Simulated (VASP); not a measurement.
Given:

```yaml
crystal:
  lattice:
    - [3.70617, 0.00000, 0.00000]
    - [-1.85309, 3.20964, 0.00000]
    - [0.00000, 0.00000, 2.89338]
  atoms:
    - { symbol: Pt, position: [0.00000, 0.00000, 0.00000] }
    - { symbol: Ge, position: [0.66667, 0.33333, 0.50000] }
```

These are r2SCAN meta-GGA, VASP's PBE PAW potentials (set 64) (plane waves; VASP) values and carry that method's errors. Run with 400 eV cut-off, 13×13×14 Γ-centred mesh, tetrahedra with Blöchl corrections, potentials Pt Ge_d.

Unless said otherwise, spin-orbit coupling is left out, though it shifts the bands of the heavy elements here.

**Question.** Predict the energy per atom (σ→0), band gap (over mesh and band path) with the smallest direct gap where there is one.

**Answer.** 
```yaml
band gap (over mesh and band path): none (metal, semimetal or under 0.01 eV)
energy per atom (σ→0): -32.909 eV/atom
```

The absolute energy has meaning only against runs of the same code, potentials and settings.

The structure was generated: GePt was put into the WC type (P-6m2), which need not be its known phase. It was relaxed first.
